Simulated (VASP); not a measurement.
Calculation: PBE GGA, VASP's PBE PAW potentials (set 64) (plane waves; VASP). Each cell was relaxed at this level.

Which of these has an unstable (imaginary) mode at Γ?
(A) Cd, P6_3/mmc (194)
(B) SrTiO3, Pm-3m (221)
(C) NbN, Fm-3m (225)
(D) BeSe, F-43m (216)

B, SrTiO3, Pm-3m (221). Its optical Γ-point modes are 132i (×3), 146 (×3), 235 (×3), 509 (×3) cm⁻¹.
